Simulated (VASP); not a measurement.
VASP ran on this input.

INCAR:
```
SYSTEM  =  BPO4
PREC  =  Accurate; ENCUT  =  400; LREAL  =  F
LASPH  =  T
EDIFF  =  1E-6; NELM  =  100; ALGO  =  Normal
ISMEAR  =  0; SIGMA  =  0.01
GGA  =  PS
ISIF  =  2
LWAVE  =  F; LCHARG  =  F
```

File KPOINTS:
```
Automatic mesh
0
Gamma
7 7 7
0 0 0
```

POSCAR:
```
BPO4
4.4405330
 -0.4796725979   0.4796725979   0.7347300425
  0.4796725979  -0.4796725979   0.7347300425
  0.4796725979   0.4796725979  -0.7347300425
B P O
1 1 4
direct
  0.2500000000   0.7500000000   0.5000000000
  0.0000000000   0.0000000000   0.0000000000
  0.2653400000   0.3848200000   0.3968000000
  0.6151800000   0.0119800000   0.8805200000
  0.9880200000   0.8685400000   0.6032000000
  0.1314600000   0.7346600000   0.1194800000
```

POTCAR, in this order: B P O (PBE.64 set). Program: vasp_std.

Problem. Translate this PBEsol calculation to Ansatz.

Solution. One equivalent input (not run):
Ansatz 0.2 input:
```yaml
crystal:
  lattice:
    - [-2.1300020, 2.1300020, 3.2625930]
    - [2.1300020, -2.1300020, 3.2625930]
    - [2.1300020, 2.1300020, -3.2625930]
  atoms:
    - { symbol: B, position: [0.2500000, 0.7500000, 0.5000000] }
    - { symbol: P, position: [0.0000000, 0.0000000, 0.0000000] }
    - { symbol: O, position: [0.2653400, 0.3848200, 0.3968000] }
    - { symbol: O, position: [0.6151800, 0.0119800, 0.8805200] }
    - { symbol: O, position: [0.9880200, 0.8685400, 0.6032000] }
    - { symbol: O, position: [0.1314600, 0.7346600, 0.1194800] }
kpoints:
  mp_grid: { grid: [7, 7, 7] }
hamiltonian:
  xc: pbesol
  pseudopotentials: { kind: paw }
scf:
  occupations: { method: gaussian, width: 0.01 }
  max_iter: 100
output: { forces: true, stress: true, eigenvalues: true }
```
What does not carry over: each code has its own PAW files, so the cut-off isn't converted (ENCUT is set for VASP's; basis.ecutwfc is left out, and Ansatz then takes the one that its files recommend); Ansatz stops its SCF on the density residual and VASP on the energy change (EDIFF).

The structure comes from a computed database's BPO4 entry (I-4); how it stands against other phases isn't given here. The cell was not relaxed at this level. The run is one of a series of settings (KPOINTS 7×7×7 Γ-centred mesh against the base run), some of them coarse on purpose.
